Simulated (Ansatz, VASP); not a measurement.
# Cross-check of Zn5P6O20 (phosphate glass) between VASP and Ansatz, part 2 of 2

One calculation is typed for both programs; each brings its own data sets. How far apart do they land? Of the first pair: The structure shown is the start of the Ansatz relaxation below; VASP solves that cell, so the two are compared at the walk's first step.

VASP 6.6.1 and Ansatz 0.2.0.

So far. Step 3 (VASP: single point, PBE, start cell, pair 1): The run ends at a pressure of 2.74 GPa, with forces up to 2.7 eV/Å.

**5. Ansatz: relaxation, PBE**

Level of this step: Ansatz beside VASP: Kohn-Sham DFT, plane waves, PBE (Ansatz).

This run makes the geometry at which the two programs are then compared. The cell compared in this pair holds 419.02 Å³, against 388.68 Å³ for the pair before.

The structure compared here is the end of the Ansatz relaxation.

input.yaml reads:

```yaml
crystal:
  lattice:
    - [7.2979070228, 0.0, 0.0]
    - [0.0, 7.2979070228, 0.0]
    - [0.0, 0.0, 7.2979070228]
  atoms:
    - { symbol: P, position: [0.332666, 0.497124, 0.895755] }
    - { symbol: P, position: [0.787139, 0.314108, 0.177902] }
    - { symbol: P, position: [0.892295, 0.236835, 0.584956] }
    - { symbol: P, position: [0.990344, 0.97368, 0.086285] }
    - { symbol: P, position: [0.609483, 0.940933, 0.667514] }
    - { symbol: P, position: [0.294641, 0.557642, 0.314422] }
    - { symbol: Zn, position: [0.758033, 0.684001, 0.34615] }
    - { symbol: Zn, position: [0.787264, 0.607461, 0.837637] }
    - { symbol: Zn, position: [0.074826, 0.801154, 0.647687] }
    - { symbol: Zn, position: [0.259422, 0.090607, 0.409467] }
    - { symbol: Zn, position: [0.414274, 0.100364, 0.029916] }
    - { symbol: O, position: [0.453205, 0.96324, 0.535598] }
    - { symbol: O, position: [0.252113, 0.36163, 0.37084] }
    - { symbol: O, position: [0.97461, 0.867922, 0.910345] }
    - { symbol: O, position: [0.724473, 0.12056, 0.644158] }
    - { symbol: O, position: [0.236004, 0.622463, 0.765118] }
    - { symbol: O, position: [0.151004, 0.683231, 0.395789] }
    - { symbol: O, position: [0.901764, 0.401146, 0.705566] }
    - { symbol: O, position: [0.903861, 0.172103, 0.070807] }
    - { symbol: O, position: [0.824894, 0.508973, 0.125877] }
    - { symbol: O, position: [0.28384, 0.557512, 0.097794] }
    - { symbol: O, position: [0.54875, 0.936238, 0.864991] }
    - { symbol: O, position: [0.593679, 0.245966, 0.167163] }
    - { symbol: O, position: [0.867157, 0.895963, 0.233555] }
    - { symbol: O, position: [0.849033, 0.299529, 0.383751] }
    - { symbol: O, position: [0.043231, 0.09493, 0.573153] }
    - { symbol: O, position: [0.492467, 0.607848, 0.35426] }
    - { symbol: O, position: [0.28746, 0.294868, 0.885821] }
    - { symbol: O, position: [0.536743, 0.516333, 0.864023] }
    - { symbol: O, position: [0.742521, 0.785629, 0.619345] }
    - { symbol: O, position: [0.185934, 0.006134, 0.150945] }
  symmetry: { detect: false }
kpoints:
  mp_grid: { grid: [2, 2, 2] }
scf:
  occupations: { method: fermi_dirac, width: 0.05 }
hamiltonian:
  xc: pbe
  pseudopotentials: { kind: paw, azcp: { folder: soft_1 } }
output:
  forces: true
  stress: true
relax:
  f_tol: 0.04
  max_steps: 100
  escape_saddle: false
  cell: { stress_tol: 0.4, fix: [] }
```

Started as:

```
> ansatz run input.yaml --threads 4 --pin off --max-ram 14336MiB --backend cpu --events-out ev --progress --plain --runs-dir out
```

Numbers of over 12 decimals in the logs are rounded to 6 here.

Output:

```text
[...]
Crystal: 31 atoms, lattice volume = 388.682 Å³
Basis set: ecut = 420 eV, 7521 PW (Γ), exchange–correlation on 100×100×100 points (8 copies of the dense FFT grid, shifted against one another)
Bands: 136, of which v1, the nominal top of the filled ones, is band 105 counted from 1 (104 counted from 0)
Symmetry: 1 space group operations
k-points: 8
[...]
- { symbol: O, position: [0.183885, 0.671785, 0.432614] }
    - { symbol: O, position: [0.832777, 0.469699, 0.580671] }
    - { symbol: O, position: [0.890983, 0.095705, 0.034739] }
[...]
- { symbol: O, position: [0.358661, 0.311542, 0.881999] }
    - { symbol: O, position: [0.584306, 0.580654, 0.937889] }
    - { symbol: O, position: [0.676367, 0.855021, 0.581413] }
    - { symbol: O, position: [0.183990, -0.037381, 0.066047] }
[key lines of the parts left out:]
SCF converged after 5 iterations
Free energy (F): -32488.755126 eV
Fermi energy:    5.049375 eV
P = ⅓ Tr σ = 0.0227 GPa (0.227 kbar)
```

**6. VASP: single point, PBE, relaxed cell, pair 2**

The same cell, functional, mesh and smearing now go to VASP, with its own data sets.

INCAR reads:

```
SYSTEM = Zn5P6O20
PREC = Accurate
ENCUT = 600
EDIFF = 1E-06
NELM = 120
ISMEAR = -1
SIGMA = 0.05
LREAL = Auto
ALGO = Normal
GGA = PE
NBANDS = 128
LORBIT = 11
LWAVE = .FALSE.
LCHARG = .FALSE.
ISIF = 2
LASPH = .TRUE.
GGA_COMPAT = .FALSE.
EFERMI = MIDGAP
KPAR = 4
```

POSCAR reads:

```
Zn5P6O20
1.0
    7.4407043284     -0.2970963141      0.3264655650
   -0.2970963141      7.6757182678     -0.2667564541
    0.3264655650     -0.2667564541      7.3707474948
P Zn O
6 5 20
Direct
    0.3821215701      0.5135991235      0.9292840522
    0.7907871754      0.2244517603      0.1810496244
    0.8535032914      0.2753568501      0.5720600392
    0.9882760497      0.9132444055      0.0336963098
    0.5662624843      0.9946520632      0.6837523226
    0.3149968495      0.5434099165      0.3421440642
    0.7139814871      0.6108561827      0.1837581087
    0.7511990682      0.6760014268      0.7279926358
    0.1998542397      0.7913559775      0.6691757618
    0.2638933941      0.2488151259      0.6259479281
    0.3979132327      0.1197809851      0.0570929879
    0.3713307620      0.0063752617      0.6186276129
    0.2715364003      0.3523535175      0.3922223226
    0.9728261296      0.8245365815      0.8351218940
    0.6581135347      0.1882095214      0.6386800794
    0.2929480163      0.6006627403      0.7880638026
    0.1838848020      0.6717854159      0.4326138268
    0.8327773955      0.4696986590      0.5806712206
    0.8909830710      0.0957048810      0.0347391896
    0.8460064572      0.4048540227      0.1191839112
    0.2790136379      0.5451148010      0.1253468361
    0.5548725253      0.9767935817      0.8873632028
    0.5907979574      0.1747644992      0.2184104821
    0.8844261065      0.8070103709      0.1776018020
    0.8852540760      0.1975295058      0.3643722759
    0.9989912366      0.2077110679      0.6711850710
    0.5132554901      0.6016630142      0.3590851266
    0.3586609271      0.3115418497      0.8819988463
    0.5843057017      0.5806535872      0.9378889936
    0.6763672863      0.8550209040      0.5814130676
    0.1839896444      0.9626194003      0.0660466017
```

KPOINTS reads:

```
Automatic mesh
0
Gamma
2 2 2
0 0 0
```

The projector-augmented-wave data sets are P, Zn and O (PBE family, release 64).

Started as:

```
> mpirun -np 4 vasp_std
```

Output:

```text
[... set-up lines as in an earlier step ...]
 entering main loop
       N       E                     dE             d eps       ncg     rms          rms(c)
DAV:   1     0.294598505255E+04    0.29460E+04   -0.10412E+05  2048   0.202E+03
DAV:   2     0.288403909093E+03   -0.26576E+04   -0.25173E+04  2280   0.534E+02
DAV:   3    -0.195928265299E+03   -0.48433E+03   -0.47530E+03  2208   0.234E+02
DAV:   4    -0.226583541326E+03   -0.30655E+02   -0.30349E+02  2416   0.658E+01
[...]
DAV:  16    -0.197709130725E+03   -0.24988E-05   -0.61919E-05  2848   0.525E-02    0.141E-02
DAV:  17    -0.197709132995E+03   -0.22703E-05   -0.19129E-05  2984   0.418E-02    0.929E-03
DAV:  18    -0.197709133094E+03   -0.98113E-07   -0.39614E-06  1960   0.155E-02
   1 F= -.19770913E+03 E0= -.19770913E+03  d E =-.555897E-14
```

OUTCAR, selected parts (step 6):

```text
  Total       -1.1082061     -1.3109781     -1.3445480      0.0180924      0.0060421      0.0614492
  in kB       -4.2373974     -5.0127275     -5.1410873      0.0691791      0.0231029      0.2349606
  external PRESSURE =      -4.7970707 kB  Pullay stress =       0.0000000 kB

 POSITION                                       TOTAL-FORCE (eV/Angst)
 -----------------------------------------------------------------------------------
      2.99404      3.58082      6.83726        -0.051782      0.013658     -0.002638
      5.87644      1.43959      1.53276         0.019776     -0.019742     -0.000873
      6.45562      1.70739      4.42170        -0.026079      0.019089      0.003719
      7.09315      6.70720      0.32739         0.023116      0.029488      0.025599
      4.14111      7.28404      4.95930         0.020937      0.026946     -0.018434
      2.29405      3.98621      2.47974        -0.024348      0.004186      0.008877
      5.19103      4.42762      1.42458         0.012795      0.019693     -0.005850
      5.62628      4.77142      5.43076         0.021742     -0.004921      0.006882
      1.47041      5.83634      4.78647        -0.008528      0.040567      0.010402
      2.09398      1.66446      4.63348         0.003762     -0.043023      0.032097
      2.94381      0.78596      0.51877        -0.010494      0.029381      0.031632
      2.96303     -0.22641      4.67927         0.099030      0.002374      0.002413
      2.04379      2.51927      2.88563         0.006245      0.094894     -0.082870
      7.26618      5.81711      6.25312        -0.023273      0.037582      0.076256
[...]
-----------------------------------------------------------------------------------
    total drift:                                0.002754      0.003455      0.014476

  FREE ENERGIE OF THE ION-ELECTRON SYSTEM (eV)
  ---------------------------------------------------
  free  energy   TOTEN  =      -197.7091330936 eV

  energy  without entropy=     -197.7091330936  energy(sigma->0) =     -197.70913309

[... 1 part as in an earlier step ...]

[... 2 further parts left out ...]
[key lines of the parts left out:]
E-fermi :   2.2022
```

The run ends at a pressure of -0.48 GPa, with forces up to 0.16 eV/Å.

**7. Side by side**

What differs besides the data sets and the points named for the pairs above, as far as they apply: the cutoff is 420 eV in Ansatz and 600 eV in VASP (PREC = Accurate, projectors in real space); Ansatz's pressure holds a Pulay correction, VASP's none. Total energies have different zeros and are not compared.

Compared:

```tsv
quantity	Ansatz	VASP	difference
pressure (GPa)	0.02	-0.48	+0.50
gap on the k mesh (eV)	3.415	3.397	+0.018
```

Forces on 7 of the 31 atoms, those with the largest forces and the largest differences (eV/Å; atoms numbered as in POSCAR):

```tsv
atom	Ansatz x, y, z	VASP x, y, z
O13	-0.008, 0.007, -0.018	0.006, 0.095, -0.083
O16	-0.002, 0.000, 0.028	0.063, -0.069, 0.127
O17	-0.001, -0.010, -0.008	0.054, -0.094, -0.095
O18	0.005, -0.015, 0.014	0.022, -0.147, 0.003
O23	0.012, 0.001, -0.014	0.123, 0.024, -0.002
O24	-0.013, -0.003, -0.004	0.060, 0.095, -0.087
O31	-0.004, 0.020, -0.001	-0.143, -0.011, -0.024
```

The forces differ by 54 meV/Å r.m.s., where the r.m.s. force is 0.014 eV/Å in Ansatz and 0.055 eV/Å in VASP: the atoms lie near their places of rest in Ansatz, so a percentage would say little (all taken over all components). A gap on the mesh is an upper bound, since the band edges may lie between its points.

**8. Results**

```json
{"r.m.s. force difference (single point, PBE, start cell, pair 1)": "6.6 % of the r.m.s. force", "r.m.s. force difference (single point, PBE, relaxed cell, pair 2)": "54 meV/Å", "difference in pressure (single point, PBE, relaxed cell, pair 2)": "0.50 GPa"}
```

The r.m.s. force difference is 54 meV/Å (single point, PBE, relaxed cell, pair 2), beyond the 12 meV/Å picked in this series as the mark of a large difference. What causes the difference of the single point, PBE, start cell, pair 1 pair stays open here. What causes the difference of the single point, PBE, relaxed cell, pair 2 pair stays open here. Such differences can come from data sets, numerical settings and the points named under the comparisons, not from the functional's error against experiment.

[Lines on the potential files, build, host, timing and source positions are cut from VASP's logs without a mark.]

[Logs are printed without paths, hosts, clocks, repeated set-up lines and the standing remarks that a program may print on its own settings, such as how far it seeks lower states.]

[Hosts, paths, dates, database ids (printed as entryN), source tags and the programs' standing remarks are cut or masked in the printed files.]
